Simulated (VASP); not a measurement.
# What goes wrong when TiTe2 is relaxed with a bad input

Some relaxations of TiTe2 get a fault in the input on purpose. Which of them show, and how? The starting structure is a measured crystal structure from the Crystallography Open Database. The first relaxation on each setting starts from this cell expanded by 3 % in volume.

Calculated with VASP 6.6.1; Kohn-Sham DFT with plane waves and PAW; PBEsol.

**1. Starting point**

Symmetry: P-3m1, No. 164, trigonal system. Conventional cell: a = 3.777 Å, b = 3.777 Å, c = 6.498 Å, α = 90.00°, β = 90.00°, γ = 120.00°. Te has 3 Ti at 2.77 Å nearest. Nearest to Ti lie 6 Te at 2.77 Å. Farther neighbours and most contacts between anions are not listed.

**2. Reference relaxation**

This run starts from the cell of an earlier relaxation, which isn't shown; the restart sets up the plane waves anew.

Input file INCAR:

```
SYSTEM = TiTe2
PREC = Accurate
ENCUT = 450
EDIFF = 1E-06
NELM = 100
ISMEAR = 1
SIGMA = 0.15
LREAL = .FALSE.
ALGO = Normal
GGA = PS
NBANDS = 18
LORBIT = 11
LWAVE = .FALSE.
LCHARG = .FALSE.
KPAR = 4
IBRION = 2
NSW = 50
ISIF = 3
EDIFFG = -0.004
```

Input file POSCAR:

```
TiTe2
1.0
    3.6983793683      0.0000000000      0.0000000000
   -1.8491896841      3.2028904857      0.0000000000
    0.0000000000      0.0000000000      6.4281155074
Te Ti
2 1
Direct
    0.3333333333      0.6666666667      0.7320819132
    0.6666666667      0.3333333333      0.2679180868
    0.0000000000      0.0000000000      0.0000000000
```

Input file KPOINTS:

```
Automatic mesh
0
Gamma
12 12 6
0 0 0
```

The projector-augmented-wave data sets are Te and Ti_sv (PBE family, release 64).

Launch:

```sh
> mpirun -np 4 vasp_std
```

Log:

```text
[banner, memory and clock lines left out]
running    4 mpi-ranks, on    1 nodes
 distrk:  each k-point on    1 cores,    4 groups
 distr:  one band on    1 cores,    1 groups

 POSCAR found type information on POSCAR TeTi
 POSCAR found :  2 types and       3 ions
|                                                                             |
|               ----> ADVICE to this user running VASP <----                  |
|                                                                             |
|     You enforced a specific xc type in the INCAR file but a different       |
|     [... a line on the potential file left out ...]
|     I HOPE YOU KNOW WHAT YOU ARE DOING!                                     |
|                                                                             |

 LDA part: xc-table for (Slater+PW92), standard interpolation
 POSCAR, INCAR and KPOINTS ok, starting setup
 FFT: planning ... GRIDC
 FFT: planning ... GRID_SOFT
 FFT: planning ... GRID
 WAVECAR not read
 entering main loop
       N       E                     dE             d eps       ncg     rms          rms(c)
DAV:   1     0.166400498968E+03    0.16640E+03   -0.10089E+04  3600   0.112E+03
DAV:   2    -0.435828623216E+01   -0.17076E+03   -0.16687E+03  3832   0.296E+02
DAV:   3    -0.191903978424E+02   -0.14832E+02   -0.14554E+02  5496   0.824E+01
DAV:   4    -0.196750373663E+02   -0.48464E+00   -0.48311E+00  4550   0.141E+01
DAV:   5    -0.196933608393E+02   -0.18323E-01   -0.18317E-01  5464   0.265E+00    0.127E+01
DAV:   6    -0.195522406921E+02    0.14112E+00   -0.35298E+01  4226   0.392E+01    0.128E+01
DAV:   7    -0.177687336282E+02    0.17835E+01   -0.25827E+01  4538   0.313E+01    0.513E+00
DAV:   8    -0.175408370798E+02    0.22790E+00   -0.13733E+00  4180   0.855E+00    0.175E+00
DAV:   9    -0.175511910113E+02   -0.10354E-01   -0.17780E-01  4876   0.273E+00    0.137E+00
DAV:  10    -0.175418125446E+02    0.93785E-02   -0.20182E-01  4366   0.332E+00    0.798E-01
DAV:  11    -0.175383065573E+02    0.35060E-02   -0.34769E-02  4214   0.139E+00    0.344E-01
DAV:  12    -0.175381703726E+02    0.13618E-03   -0.34825E-03  4334   0.425E-01    0.216E-01
DAV:  13    -0.175380789341E+02    0.91439E-04   -0.38256E-04  4370   0.150E-01    0.382E-02
DAV:  14    -0.175380802163E+02   -0.12822E-05   -0.11788E-05  4236   0.276E-02    0.309E-02
DAV:  15    -0.175380766206E+02    0.35957E-05   -0.10776E-05  4424   0.259E-02    0.695E-03
DAV:  16    -0.175380763405E+02    0.28009E-06   -0.14152E-06  2296   0.721E-03
   1 F= -.17538076E+02 E0= -.17538555E+02  d E =-.175381E+02
[... from here on, the cycles between the ionic steps are left out ...]
   2 F= -.17538079E+02 E0= -.17538557E+02  d E =-.253254E-05
   3 F= -.17538080E+02 E0= -.17538559E+02  d E =-.402504E-05
   4 F= -.17538080E+02 E0= -.17538559E+02  d E =-.393180E-05
   5 F= -.17538079E+02 E0= -.17538558E+02  d E =-.296795E-05
   6 F= -.17538080E+02 E0= -.17538559E+02  d E =-.343091E-05
   7 F= -.17538079E+02 E0= -.17538558E+02  d E =-.299367E-05
   8 F= -.17538079E+02 E0= -.17538558E+02  d E =-.304575E-05
 curvature:  -0.01 expect dE=-0.321E-07 dE for cont linesearch -0.564E-08
 ZBRENT: accuracy reached
 trial: gam=-0.00460 g(F)=  0.256E-05 g(S)=  0.568E-07 ort = 0.269E-05 (trialstep = 0.862E+00)
 search vector abs. value=  0.259E-05
 bond charge predicted
       N       E                     dE             d eps       ncg     rms          rms(c)
DAV:   1    -0.175380818736E+02   -0.24756E-05   -0.53031E-05  3684   0.475E-02    0.760E-03
DAV:   2    -0.175380823510E+02   -0.47740E-06   -0.18912E-05  4058   0.314E-02    0.726E-03
DAV:   3    -0.175380812421E+02    0.11089E-05   -0.76500E-06  3196   0.183E-02    0.171E-03
DAV:   4    -0.175380811421E+02    0.10004E-06   -0.21644E-07  1840   0.396E-03
   9 F= -.17538081E+02 E0= -.17538560E+02  d E =-.175580E-05
 ZBRENT: can't locate minimum, use default step
 trial-energy change:   -0.000002  1 .order   -0.000002   -0.000002   -0.000002
 step:   3.4492(harm=  4.2599)  dis= 0.00085  next Energy=   -17.538085 (dE=-0.554E-05)
 reached required accuracy - stopping structural energy minimisation
```

It took 2.1 min on 4 MPI ranks of AMD EPYC 7R43, shared host; peak memory 0.96 GiB.

The logs omit lines about the potential files and the build; timing stands in the text.

From OUTCAR (step 2):

```text
ion  position               nearest neighbor table
   1  0.333  0.667  0.732-   3 2.74   3 2.74   3 2.74   2 3.67   2 3.67   2 3.67
   2  0.667  0.333  0.268-   3 2.74   3 2.74   3 2.74   1 3.67   1 3.67   1 3.67
   3  0.000  0.000  0.000-   1 2.74   2 2.74   1 2.74   2 2.74   2 2.74   1 2.74

  LATTYP: Found a hexagonal cell.
 ALAT       =     3.6983793683
 C/A-ratio  =     1.7380898137

 Subroutine GETGRP returns: Found 12 space group operations
 (whereof 12 operations were pure point group operations)

The static configuration has the point symmetry D_3d.

 Found    100 irreducible k-points:

   k-points           NKPTS =    100   k-points in BZ     NKDIM =    100   number of bands    NBANDS=     18

   dimension x,y,z NGX =    28 NGY =   28 NGZ =   48
   dimension x,y,z NGXF=    56 NGYF=   56 NGZF=   96

   ENCUT  =  450.0 eV  33.07 Ry    5.75 a.u.   6.40  6.40 11.12*2*pi/ulx,y,z

   NELECT =      24.0000    total number of electrons

 k-points in reciprocal lattice and weights: Automatic mesh
   0.00000000  0.00000000  0.00000000       0.001
   0.08333333 -0.00000000  0.00000000       0.007
   0.16666667  0.00000000  0.00000000       0.007
   0.25000000 -0.00000000  0.00000000       0.007
   0.33333333  0.00000000  0.00000000       0.007
   0.41666667  0.00000000  0.00000000       0.007
   0.50000000 -0.00000000  0.00000000       0.003
   0.08333333  0.08333333  0.00000000       0.007
   0.16666667  0.08333333  0.00000000       0.014
[...]
0.33333333  0.25000000  0.50000000       0.014
   0.33333333  0.33333333  0.50000000       0.002

 average (electrostatic) potential at core
       1 -86.6328       2 -86.6328       3 -73.8052

 E-fermi :   7.3558

 k-point     1 :       0.0000    0.0000    0.0000
  band No.  band energies     occupation
    ...
      5      -5.3832      2.00000
      6      -3.7421      2.00000
      7       1.7709      2.00000
      8       5.7415      2.00000
      9       5.7415      2.00000
     10       7.5832     -0.05387
     11       7.7846     -0.00040
     12       7.7846     -0.00040
     13       7.9928     -0.00000
     14       8.6411     -0.00000
    ...

 k-point     2 :       0.0833   -0.0000    0.0000
  band No.  band energies     occupation
    ...
      6      -3.6963      2.00000
      7       1.8717      2.00000
      8       5.5199      2.00000
      9       5.7529      2.00000
     10       7.2811      1.73763
     11       7.5591     -0.06651
     12       7.6186     -0.03266
     13       7.9319     -0.00000
     14       8.4851     -0.00000
     15       8.7262     -0.00000
    ...

 k-point     3 :       0.1667    0.0000    0.0000
  band No.  band energies     occupation
    ...
      7       2.1674      2.00000
      8       4.9695      2.00000
      9       5.7739      2.00000
     10       6.1255      2.00000
     11       7.1370      2.05890
     12       7.4714      0.03549
     13       7.5869     -0.05160
     14       8.4475     -0.00000
     15       8.7584     -0.00000
     16      10.2441     -0.00000
    ...

  Total       -0.0066908     -0.0066908     -0.0106367     -0.0000000      0.0000000     -0.0000000
  in kB       -0.1408265     -0.1408265     -0.2238784     -0.0000000      0.0000000     -0.0000000
  external PRESSURE =      -0.1685105 kB  Pullay stress =       0.0000000 kB

  energy-cutoff  :      450.00
  volume of cell :       76.12
      direct lattice vectors                 reciprocal lattice vectors
     3.698018853 -0.000000000  0.000000000     0.270415063  0.156124209 -0.000000000
    -1.849009426  3.202578270 -0.000000000     0.000000000  0.312248419  0.000000000
     0.000000000 -0.000000000  6.427433576    -0.000000000 -0.000000000  0.155583094

 POSITION                                       TOTAL-FORCE (eV/Angst)
 -----------------------------------------------------------------------------------
     -0.00000      2.13505      4.70514        -0.000000      0.000000     -0.003446
      1.84901      1.06753      1.72229         0.000000     -0.000000      0.003446
      0.00000     -0.00000      6.42743         0.000000      0.000000      0.000000
 -----------------------------------------------------------------------------------
    total drift:                               -0.000000     -0.000000      0.000000

  FREE ENERGIE OF THE ION-ELECTRON SYSTEM (eV)
  ---------------------------------------------------
  free  energy   TOTEN  =       -17.5380811421 eV

  energy  without entropy=      -17.5395187113  energy(sigma->0) =      -17.53856033

 reached required accuracy - stopping structural energy minimisation

 total charge
# of ion       s       p       d       tot
------------------------------------------
    1        1.385   1.991   0.044   3.420
    2        1.385   1.991   0.044   3.420
    3        2.171   6.129   1.912  10.211
--------------------------------------------------
tot          4.940  10.111   1.999  17.051

[... 3 further parts left out ...]
```

Logs of long relaxations may skip ionic steps without a mark.

This run has no spin polarisation, although Ti can carry a moment. The PAW data sets were made with PBE, which is usual practice but a small mismatch for other functionals. The run keeps the 12 symmetry operations of its start, so it cannot find a distortion of lower symmetry.

The reference relaxation ends at 25.374 Å³ an atom. Pressures at 0.985 and 1.015 times this volume, from two more relaxations that aren't shown, give a bulk modulus of 37.6 GPa.

**3. Relaxation with a functional's name that the tag doesn't take**

A slip made on purpose: a functional's name that the tag doesn't take. Against step 2 the input has GGA = PBESOL (also changed: NELM).

Changes to INCAR since step 2:

```diff
@@ -4,3 +4,3 @@
 EDIFF = 1E-06
-NELM = 100
+NELM = 60
 ISMEAR = 1
@@ -9,3 +9,3 @@
 ALGO = Normal
-GGA = PS
+GGA = PBESOL
 NBANDS = 18
```

Input file POSCAR:

```
TiTe2
1.0
    3.8143984718      0.0000000000      0.0000000000
   -1.9071992359      3.3033659767      0.0000000000
    0.0000000000      0.0000000000      6.5623408181
Te Ti
2 1
Direct
    0.3333333333      0.6666666667      0.7372000000
    0.6666666667      0.3333333333      0.2628000000
    0.0000000000      0.0000000000      0.0000000000
```

KPOINTS is that of step 2.

Launch:

```sh
> mpirun -np 4 vasp_std
```

Log:

```text
[banner, memory and clock lines left out]
running    4 mpi-ranks, on    1 nodes
[...]
|                                                                             |
|     EEEEEEE  RRRRRR   RRRRRR   OOOOOOO  RRRRRR      ###     ###     ###     |
|     E        R     R  R     R  O     O  R     R     ###     ###     ###     |
|     E        R     R  R     R  O     O  R     R     ###     ###     ###     |
|     EEEEE    RRRRRR   RRRRRR   O     O  RRRRRR       #       #       #      |
|     E        R   R    R   R    O     O  R   R                               |
|     E        R    R   R    R   O     O  R    R      ###     ###     ###     |
|     EEEEEEE  R     R  R     R  OOOOOOO  R     R     ###     ###     ###     |
|                                                                             |
|     Error: One of the selected functionals does not exist.                  |
|                                                                             |
|       ---->  I REFUSE TO CONTINUE WITH THIS SICK JOB ... BYE!!! <----       |
|                                                                             |

1
1
1
1
```

The job ended after 4 s (4 MPI ranks).

VASP stopped with this message: “Error: One of the selected functionals does not exist”.

**4. Relaxation with a cutoff far too low**

A slip made on purpose: a cutoff far too low. Against step 2 the input has PREC = Normal and ENCUT = 150 (also changed: NELM).

Changes to INCAR since step 3:

```diff
@@ -1,4 +1,4 @@
 SYSTEM = TiTe2
-PREC = Accurate
-ENCUT = 450
+PREC = Normal
+ENCUT = 150
 EDIFF = 1E-06
@@ -9,3 +9,3 @@
 ALGO = Normal
-GGA = PBESOL
+GGA = PS
 NBANDS = 18
```

POSCAR is that of step 3.

KPOINTS is that of step 3.

Launch:

```sh
> mpirun -np 4 vasp_std
```

Log:

```text
[banner, memory and clock lines left out]
running    4 mpi-ranks, on    1 nodes
[...]
[... a notice as in an earlier step ...]

 LDA part: xc-table for (Slater+PW92), standard interpolation
 POSCAR, INCAR and KPOINTS ok, starting setup
[...]
entering main loop
       N       E                     dE             d eps       ncg     rms          rms(c)
DAV:   1     0.511036246916E+02    0.51104E+02   -0.60161E+03  4452   0.513E+02
DAV:   2    -0.194395500287E+02   -0.70543E+02   -0.69162E+02  4558   0.154E+02
DAV:   3    -0.220176859236E+02   -0.25781E+01   -0.25711E+01  4848   0.286E+01
DAV:   4    -0.220497473799E+02   -0.32061E-01   -0.32049E-01  4808   0.327E+00
[...]
DAV:  15    -0.169080966203E+02    0.19385E-04   -0.16045E-04  3824   0.704E-02    0.371E-02
DAV:  16    -0.169080990243E+02   -0.24040E-05   -0.87653E-06  3876   0.174E-02    0.172E-02
DAV:  17    -0.169080987253E+02    0.29898E-06   -0.26052E-07  2000   0.246E-03
   1 F= -.16908099E+02 E0= -.16908581E+02  d E =-.169081E+02
[... from here on, the cycles between the ionic steps are left out ...]
   2 F= 0.97135614E+02 E0= 0.97135457E+02  d E =0.114044E+03
   3 F= -.19691733E+02 E0= -.19691886E+02  d E =-.278363E+01
   4 F= -.20157258E+02 E0= -.20157206E+02  d E =-.324916E+01
   5 F= -.20365428E+02 E0= -.20365122E+02  d E =-.345733E+01
   6 F= -.20365262E+02 E0= -.20364943E+02  d E =-.345716E+01
   7 F= -.20810969E+02 E0= -.20811091E+02  d E =-.445707E+00
   8 F= -.20880856E+02 E0= -.20881097E+02  d E =-.515594E+00
   9 F= -.20887975E+02 E0= -.20888119E+02  d E =-.711938E-02
  10 F= -.20890613E+02 E0= -.20890797E+02  d E =-.975743E-02
  11 F= -.20888465E+02 E0= -.20888651E+02  d E =0.214803E-02
  12 F= -.20891155E+02 E0= -.20891340E+02  d E =-.541810E-03
  13 F= -.20891174E+02 E0= -.20891358E+02  d E =-.191665E-04
  14 F= -.20891177E+02 E0= -.20891361E+02  d E =-.220695E-04
  15 F= -.20891176E+02 E0= -.20891360E+02  d E =-.215295E-04
  16 F= -.20891176E+02 E0= -.20891360E+02  d E =-.213160E-04
  17 F= -.20891176E+02 E0= -.20891360E+02  d E =0.311381E-06
 trial-energy change:    0.000000  1 .order   -0.000000   -0.000003    0.000002
 step:   0.4891(harm=  0.4891)  dis= 0.00006  next Energy=   -20.891177 (dE=-0.785E-06)
 reached required accuracy - stopping structural energy minimisation
```

Wall time 43 s (4 MPI ranks); peak memory 0.4 GiB; 2.8 min of CPU time.

Parts of OUTCAR (step 4):

```text
  Total       -0.0081911     -0.0081911     -0.0097151      0.0000000     -0.0000000      0.0000000
  in kB       -0.2193238     -0.2193238     -0.2601278      0.0000000     -0.0000000      0.0000000
  external PRESSURE =      -0.2329251 kB  Pullay stress =       0.0000000 kB

 POSITION                                       TOTAL-FORCE (eV/Angst)
 -----------------------------------------------------------------------------------
     -0.00000      1.97393      4.17460         0.000000     -0.000000      0.000195
      1.70948      0.98697      1.73629        -0.000000      0.000000     -0.000195
     -1.70948      2.96090     -0.00000         0.000000     -0.000000      0.000000
 -----------------------------------------------------------------------------------
    total drift:                               -0.000000      0.000000     -0.000000

  FREE ENERGIE OF THE ION-ELECTRON SYSTEM (eV)
  ---------------------------------------------------
  free  energy   TOTEN  =       -20.8911758905 eV

  energy  without entropy=      -20.8917295711  energy(sigma->0) =      -20.89136045

[... 2 parts as in an earlier step ...]

[... 2 further parts left out ...]
[key lines of the parts left out:]
E-fermi :  10.8640
```

With a cutoff far too low the cell ends at 19.946 Å³ an atom, -21.39 % from the reference.

(Part 1 of 2 ends here.)

[Lines on the potential files, build, host, timing and source positions are cut from VASP's logs without a mark.]

[Logs are printed without paths, hosts, clocks, repeated set-up lines and the standing remarks that a program may print on its own settings, such as how far it seeks lower states.]

[Hosts, paths, dates, database ids (printed as entryN), source tags and the programs' standing remarks are cut or masked in the printed files.]
